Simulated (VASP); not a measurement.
Here is the system:

```xyz
3
Lattice="-1.6050 1.6050 3.9250 1.6050 -1.6050 3.9250 1.6050 1.6050 -3.9250" Properties=species:S:1:pos:R:3 pbc="T T T"
Si    -0.0568    -0.0901     5.2449
Si    -0.0072     0.0429     2.6799
Mo     0.0640     0.0471    -0.0748
```

These are PBEsol GGA, VASP's PBE PAW potentials (set 64) (plane waves; VASP) values and carry that method's errors. Numerical set-up: 180 eV cut-off, 6×6×6 Γ-centred mesh shifted by (0.5, 0.5, 0.5), first-order Methfessel-Paxton smearing of 0.20 eV, potentials Si Mo_sv.

At this cut-off the stress carries a Pulay error, which pulls relaxed volumes low.  Energy and stress use the plane-wave basis of the starting cell.

Task: The ions, cell shape and volume are relaxed. Give the cell that the relaxation ends in.

Result: 
```xyz
3
Lattice="-1.5262 1.5259 3.7648 1.5258 -1.5260 3.7645 1.5264 1.5262 -3.7648" Properties=species:S:1:pos:R:3 pbc="T T T"
Si    -0.0003     0.0000     5.0172
Si     1.5261     1.5260    -1.2527
Mo     0.0001     0.0000     0.0000
```
Space group I4/mmm (139), at a tolerance of 0.03 Å.

Task: How do energy and volume change from the first to the last step?

Result: The energy (σ→0) changes by -465.0 meV/atom and the volume by -13.3 %, in 18 ionic steps.

```json
[
 {"step": "1", "E(σ→0) (eV)": "-24.2186", "max force (eV/Å)": "1.431", "pressure (GPa)": "-66.58", "volume (Å³)": "40.44"},
 {"step": "2", "E(σ→0) (eV)": "19.1476", "max force (eV/Å)": "7.432", "pressure (GPa)": "1287.90", "volume (Å³)": "15.72"},
 {"step": "3", "E(σ→0) (eV)": "-25.2066", "max force (eV/Å)": "2.464", "pressure (GPa)": "-16.60", "volume (Å³)": "36.55"},
 {"step": "4", "E(σ→0) (eV)": "-25.2723", "max force (eV/Å)": "2.639", "pressure (GPa)": "-4.14", "volume (Å³)": "35.69"},
 {"step": "5", "E(σ→0) (eV)": "-25.2799", "max force (eV/Å)": "2.724", "pressure (GPa)": "1.93", "volume (Å³)": "35.29"},
 {"step": "6", "E(σ→0) (eV)": "-25.5650", "max force (eV/Å)": "0.741", "pressure (GPa)": "5.62", "volume (Å³)": "34.69"},
 {"step": "7", "E(σ→0) (eV)": "-25.5658", "max force (eV/Å)": "0.798", "pressure (GPa)": "5.26", "volume (Å³)": "34.72"},
 {"step": "8", "E(σ→0) (eV)": "-25.5319", "max force (eV/Å)": "0.562", "pressure (GPa)": "-16.10", "volume (Å³)": "36.18"},
 {"step": "9", "E(σ→0) (eV)": "-25.5993", "max force (eV/Å)": "0.412", "pressure (GPa)": "-3.97", "volume (Å³)": "35.32"},
 {"step": "10", "E(σ→0) (eV)": "-25.5919", "max force (eV/Å)": "0.231", "pressure (GPa)": "6.80", "volume (Å³)": "34.66"},
 {"step": "11", "E(σ→0) (eV)": "-25.6089", "max force (eV/Å)": "0.270", "pressure (GPa)": "0.56", "volume (Å³)": "35.04"},
 {"step": "12", "E(σ→0) (eV)": "-25.6133", "max force (eV/Å)": "0.061", "pressure (GPa)": "0.16", "volume (Å³)": "35.06"},
 {"step": "13", "E(σ→0) (eV)": "-25.6133", "max force (eV/Å)": "0.063", "pressure (GPa)": "0.16", "volume (Å³)": "35.06"},
 {"step": "14", "E(σ→0) (eV)": "-25.6134", "max force (eV/Å)": "0.022", "pressure (GPa)": "-0.44", "volume (Å³)": "35.10"},
 {"step": "15", "E(σ→0) (eV)": "-25.6135", "max force (eV/Å)": "0.031", "pressure (GPa)": "-0.29", "volume (Å³)": "35.09"},
 {"step": "16", "E(σ→0) (eV)": "-25.6135", "max force (eV/Å)": "0.013", "pressure (GPa)": "0.46", "volume (Å³)": "35.04"},
 {"step": "17", "E(σ→0) (eV)": "-25.6135", "max force (eV/Å)": "0.012", "pressure (GPa)": "0.08", "volume (Å³)": "35.06"},
 {"step": "18", "E(σ→0) (eV)": "-25.6135", "max force (eV/Å)": "0.004", "pressure (GPa)": "-0.03", "volume (Å³)": "35.07"}
]
```

The structure is a typed MoSi2 crystal. In the starting cell atoms are displaced from their ideal sites. This run relaxes it. The k-mesh is coarse (spacing up to 0.49 per Å, 2π included), so the numbers may not be converged in it. The run is one of a series of settings (EDIFFG = -0.01, ENCUT = 180, IBRION = 2, ISIF = 3, ISMEAR = 1, NSW = 50, SIGMA = 0.2, KPOINTS 6×6×6 Γ-centred mesh shifted by (0.5, 0.5, 0.5) against the base run), some of them coarse on purpose.
